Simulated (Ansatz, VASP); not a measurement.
# Hf (Hafnium) in two plane-wave programs, part 2 of 2

Wanted: the spread between two codes on one cell, functional and k mesh. The cell is taken from a series of VASP runs on this material, whose earlier steps may have relaxed, scaled or displaced it; both programs get it as it stands.

VASP 6.6.1 and Ansatz 0.2.0.

So far. Step 4 (Side by side): The walks stopped with -0.01 GPa left in Ansatz and -0.01 GPa in VASP; each walk ends within a tolerance, so the volume difference is uncertain by about these residues over the bulk modulus, most in soft cells.

### Step 5. VASP: zone-centre phonons, r2SCAN

Level of this step: r2SCAN; plane waves and PAW (Hf_pv) (VASP).

Second derivatives magnify differences that forces hide, and they need a tight electronic threshold. The cell compared in this pair holds 44.49 Å³, against 44.76 Å³ for the pair before.

File INCAR:

```
SYSTEM = Hf
PREC = Accurate
ENCUT = 450
EDIFF = 1E-08
NELM = 100
ISMEAR = 1
SIGMA = 0.15
LREAL = .FALSE.
ALGO = Normal
METAGGA = R2SCAN
LASPH = .TRUE.
NBANDS = 16
LORBIT = 11
LWAVE = .FALSE.
LCHARG = .FALSE.
KPAR = 2
IBRION = 6
NFREE = 2
POTIM = 0.015
NSW = 1
ISIF = 2
```

File POSCAR:

```
Hf
1.0
    3.1935364538      0.0000000000      0.0000000000
   -1.5967682269      2.7656836969      0.0000000000
    0.0000000000      0.0000000000      5.0371103975
Hf
2
Direct
    0.6666666667      0.3333333333      0.7500000000
    0.3333333333      0.6666666667      0.2500000000
```

File KPOINTS:

```
Automatic mesh
0
Gamma
12 12 8
0 0 0
```

Potentials, in the order of the species: Hf_pv (PBE family, release 64).

Command:

```console
$ mpirun -np 2 vasp_std
```

Numbers of over 12 decimals in the logs are rounded to 6 here.

Log:

```text
[banner, memory and clock lines left out]
running    2 mpi-ranks, on    1 nodes
[...]
|                                                                             |
|               ----> ADVICE to this user running VASP <----                  |
|                                                                             |
|     You enforced a specific xc type in the INCAR file but a different       |
|     [... a line on the potential file left out ...]
|     I HOPE YOU KNOW WHAT YOU ARE DOING!                                     |
|                                                                             |

 LDA part: xc-table for (None), standard interpolation
 POSCAR, INCAR and KPOINTS ok, starting setup
[...]
entering main loop
       N       E                     dE             d eps       ncg     rms          rms(c)
DAV:   1    -0.291190976995E+02   -0.29119E+02   -0.11124E+04  3080   0.111E+03
DAV:   2    -0.943831686989E+02   -0.65264E+02   -0.63710E+02  4056   0.245E+02
DAV:   3    -0.959715534683E+02   -0.15884E+01   -0.15749E+01  4032   0.269E+01
DAV:   4    -0.959854280678E+02   -0.13875E-01   -0.13872E-01  3856   0.308E+00
[...]
DAV:  14    -0.903035955694E+02   -0.29793E-06   -0.83918E-09  2520   0.863E-04    0.192E-04
DAV:  15    -0.903035955334E+02    0.35983E-07   -0.59063E-10  2328   0.217E-04    0.137E-04
DAV:  16    -0.903035955400E+02   -0.66359E-08   -0.94662E-11  1984   0.841E-05
   1 F= -.90303596E+02 E0= -.90303422E+02  d E =-.520817E-03
[... from here on, the cycles between the ionic steps are left out ...]
   2 F= -.90303324E+02 E0= -.90303158E+02  d E =-.495950E-03
   3 F= -.90303324E+02 E0= -.90303158E+02  d E =-.495970E-03
   4 F= -.90303352E+02 E0= -.90303238E+02  d E =-.343914E-03
   5 F= -.90303352E+02 E0= -.90303238E+02  d E =-.343924E-03
 Finite differences progress:
  Degree of freedom:   2/  2
  Displacement:        2/  2
  Total:               4/  4
```

OUTCAR, selected parts (step 5):

```text
  Total        0.0014803      0.0014803      0.0055108      0.0000000      0.0000000      0.0000000
  in kB        0.0533087      0.0533087      0.1984600      0.0000000      0.0000000      0.0000000
  external PRESSURE =       0.1016925 kB  Pullay stress =       0.0000000 kB

 POSITION                                       TOTAL-FORCE (eV/Angst)
 -----------------------------------------------------------------------------------
      1.59677      0.92189      3.76283         0.000000      0.000000      0.033202
     -0.00000      1.84379      1.25928         0.000000     -0.000000     -0.033202
 -----------------------------------------------------------------------------------
    total drift:                               -0.000000      0.000000     -0.000049

  FREE ENERGIE OF THE ION-ELECTRON SYSTEM (eV)
  ---------------------------------------------------
  free  energy   TOTEN  =       -90.3033524662 eV

  energy  without entropy=      -90.3030085426  energy(sigma->0) =      -90.30323783

[... 1 part as in an earlier step ...]

[... 2 further parts left out ...]
[key lines of the parts left out:]
E-fermi :   4.8898
```

The last energy, forces, stress and levels in OUTCAR belong to the last displaced cell, not to the cell of POSCAR.

### Step 6. Ansatz: zone-centre phonons, r2SCAN

The same cell, functional, mesh and smearing now go to Ansatz, which takes its cutoff from its data sets.

The cell is taken from a series of VASP runs on this material, whose earlier steps may have relaxed, scaled or displaced it; both programs get it as it stands.

File input.yaml:

```yaml
crystal:
  lattice:
    - [3.1935364538, 0.0, 0.0]
    - [-1.5967682269, 2.7656836969, 0.0]
    - [0.0, 0.0, 5.0371103975]
  atoms:
    - { symbol: Hf, position: [0.6666666667, 0.3333333333, 0.75] }
    - { symbol: Hf, position: [0.3333333333, 0.6666666667, 0.25] }
hamiltonian:
  xc: r2scan
  pseudopotentials: { kind: paw }
kpoints:
  mp_grid: { grid: [12, 12, 8] }
scf:
  occupations: { method: methfessel_paxton, width: 0.15 }
phonons:
  method: dfpt
  qpoints: [[0, 0, 0]]
```

Command:

```console
$ ansatz run input.yaml --threads 4 --pin off --max-ram 9216MiB --backend cpu --events-out ev --progress --plain --runs-dir out
```

Log:

```text
[...]
Crystal: 2 atoms, lattice volume = 44.489 Å³
Basis set: ecut = 500 eV, 1117 PW (Γ), exchange–correlation on 120×120×200 points (125 copies of the dense FFT grid, shifted against one another)
Bands: 32, of which v1, the nominal top of the filled ones, is band 26 counted from 1 (25 counted from 0)
Symmetry: 24 space group operations
k-points: 320 of 1152 (irreducible under 2 space group operations, time reversal used)
[...]
ASR residual per site (eV/Å²): 4.07e-5 4.07e-5
  Γ frequencies (cm⁻¹): 0.00 0.00 0.00 84.08 84.36 84.36
  non-analytic LO–TO correction: not included (Born effective charges unavailable; polar crystals: no LO–TO splitting at Γ)
--- Phonons (arbitrary-q DFPT): 1 explicit q-point ---
  q = [0, 0, 0] (of the zone-centre solve; hermiticity 8.48e-9, symmetrization 4.24e-9): -0.00 -0.00 0.00 84.08 84.36 84.36
  sum rule: each row above includes the acoustic sum rule's correction from the zone centre's row sums; it moved no ω² by more than (0.25 cm⁻¹)²
[key lines of the parts left out:]
SCF converged after 11 iterations
Free energy (F): -31466.122801 eV
Fermi energy:    19.984552 eV
```

It took 1.8 min on 4 threads of Arm Neoverse V2, shared host; peak memory 2.2 GiB.

### Step 7. Differences

What differs besides the data sets and the points named for the pairs above, as far as they apply: VASP keeps PBE cores, Ansatz makes them for the functional; the cutoff is 500 eV in Ansatz and 450 eV in VASP; VASP uses finite displacements, Ansatz perturbation theory. Total energies have different zeros and are not compared.

Both answers:

```
                  quantity  Ansatz  VASP  difference
     optical mode 1 (cm⁻¹)    84.1  82.1     +2.40 %
optical mode 2 to 3 (cm⁻¹)    84.4  85.4     -1.27 %
```

Modes are paired by rising frequency and degeneracy, not by their patterns, so a pair may still set unlike modes beside each other.

### Step 8. Results

```yaml
difference_in_volume_relaxation_of_cell_and_atoms_pbe: 0.44 %
r_m_s_difference_of_the_optical_zone_centre_modes_each_program_s_sorted_by_frequency_zone_centre_phonons_r2scan: 1.4 cm⁻¹
difference_in_optical_mode_1_zone_centre_phonons_r2scan: +2.4 %
```

**Reading.** The difference in volume is 0.44 % (relaxation of cell and atoms, PBE), within the 1.2 % picked in this series as the mark of a large difference, as far as the stopping tolerances let one tell. Among the rows given in per cent, the largest difference of the zone-centre phonons, r2SCAN pair is in optical mode 1, +2.4 %. Such differences can come from data sets, numerical settings and the points named under the comparisons, not from the functional's error against experiment.

[Lines on the potential files, build, host, timing and source positions are cut from VASP's logs without a mark.]

[Logs are printed without paths, hosts, clocks, repeated set-up lines and the standing remarks that a program may print on its own settings, such as how far it seeks lower states.]

[Hosts, paths, dates, database ids (printed as entryN), source tags and the programs' standing remarks are cut or masked in the printed files.]
